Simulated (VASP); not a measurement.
These are PBE GGA with spin-orbit coupling, VASP's PBE PAW potentials (set 64) (plane waves; VASP) values and carry that method's errors.

A VASP calculation is set up with these files.

INCAR:
```
SYSTEM = AgCl
PREC = Accurate
ENCUT = 400
EDIFF = 1E-6
NELM = 100
ALGO = Normal
LREAL = .FALSE.
LASPH = .TRUE.
ISMEAR = 0
SIGMA = 0.05
GGA = PE
LMAXMIX = 4
LWAVE = .FALSE.
LCHARG = .FALSE.
LSORBIT = .TRUE.
MAGMOM = 0 0 0 0 0 0
GGA_COMPAT = .FALSE.
```

**KPOINTS_OPT**
```
k-points along high-symmetry lines
8
Line-mode
Reciprocal
  0.000000   0.000000   0.000000 ! GAMMA
  0.500000   0.000000   0.500000 ! X

  0.500000   0.000000   0.500000 ! X
  0.625000   0.250000   0.625000 ! U

  0.375000   0.375000   0.750000 ! K
  0.000000   0.000000   0.000000 ! GAMMA

  0.000000   0.000000   0.000000 ! GAMMA
  0.500000   0.500000   0.500000 ! L

  0.500000   0.500000   0.500000 ! L
  0.500000   0.250000   0.750000 ! W

  0.500000   0.250000   0.750000 ! W
  0.500000   0.000000   0.500000 ! X
```

**POSCAR**
```
AgCl
1
    0.0000000000     2.7985296712     2.7985296712
    2.7985296712     0.0000000000     2.7985296712
    2.7985296712     2.7985296712     0.0000000000
Ag Cl
1 1
Direct
  0.0000000000   0.0000000000   0.0000000000
  0.5000000000   0.5000000000   0.5000000000
```

File KPOINTS:
```
kpoints
0
Gamma
 7 7 7
0 0 0
```

POTCAR, in this order: Ag Cl (PBE.64 set). Program: vasp_ncl.

Output of the run:

### OSZICAR
```
       N       E                     dE             d eps       ncg     rms          rms(c)
DAV:   1     0.997185675039E+02    0.99719E+02   -0.74315E+03  1072   0.102E+03
DAV:   2    -0.530028133370E+00   -0.10025E+03   -0.95967E+02  1232   0.246E+02
DAV:   3    -0.556022267476E+01   -0.50302E+01   -0.50007E+01  1218   0.571E+01
DAV:   4    -0.560942305302E+01   -0.49200E-01   -0.49167E-01  1164   0.627E+00
DAV:   5    -0.561020251294E+01   -0.77946E-03   -0.77941E-03  1212   0.793E-01    0.599E+00
DAV:   6    -0.542332088125E+01    0.18688E+00   -0.31798E-01  1132   0.803E+00    0.398E+00
DAV:   7    -0.542174979288E+01    0.15711E-02   -0.14110E-01  1066   0.293E+00    0.198E+00
DAV:   8    -0.542068307957E+01    0.10667E-02   -0.52592E-03  1112   0.897E-01    0.728E-01
DAV:   9    -0.542080879990E+01   -0.12572E-03   -0.12027E-03  1108   0.369E-01    0.239E-01
DAV:  10    -0.542083837481E+01   -0.29575E-04   -0.12580E-04  1162   0.136E-01    0.467E-02
DAV:  11    -0.542088507275E+01   -0.46698E-04   -0.65770E-05  1078   0.787E-02    0.161E-02
DAV:  12    -0.542089010592E+01   -0.50332E-05   -0.71783E-06  1094   0.280E-02    0.822E-03
DAV:  13    -0.542088999742E+01    0.10849E-06   -0.22085E-07   744   0.681E-03
   1 F= -.54208900E+01 E0= -.54208900E+01  d E =-.135536E-12  mag=    -0.0000    -0.0000    -0.0000
       N       E                     dE             ncg
       N       E                     dE             ncg
       N       E                     dE             ncg
```

OUTCAR:
```
------------------------ aborting loop because EDIFF is reached ----------------------------------------
  FORCE on cell =-STRESS in cart. coord.  units (eV):
  Direction    XX          YY          ZZ          XY          YZ          ZX
  --------------------------------------------------------------------------------------
  Total       -0.0017248     -0.0017248     -0.0017248      0.0000000      0.0000000      0.0000000
  in kB       -0.0630428     -0.0630428     -0.0630428      0.0000000      0.0000000      0.0000000
  external PRESSURE =      -0.0630428 kB  Pullay stress =       0.0000000 kB
  volume of cell :       43.83
      direct lattice vectors                 reciprocal lattice vectors
     0.000000000  2.798529671  2.798529671    -0.178665249  0.178665249  0.178665249
     2.798529671  0.000000000  2.798529671     0.178665249 -0.178665249  0.178665249
     2.798529671  2.798529671  0.000000000     0.178665249  0.178665249 -0.178665249
  FREE ENERGIE OF THE ION-ELECTRON SYSTEM (eV)
  ---------------------------------------------------
  free  energy   TOTEN  =        -5.4208899974 eV

  energy  without entropy=       -5.4208899974  energy(sigma->0) =       -5.42089000

 Ion:    1  E_soc:     -0.0371234

 Ion:    2  E_soc:     -0.0034539
```
(Selected blocks of OUTCAR.)

The compound is AgCl in the rock salt structure. It was relaxed first.
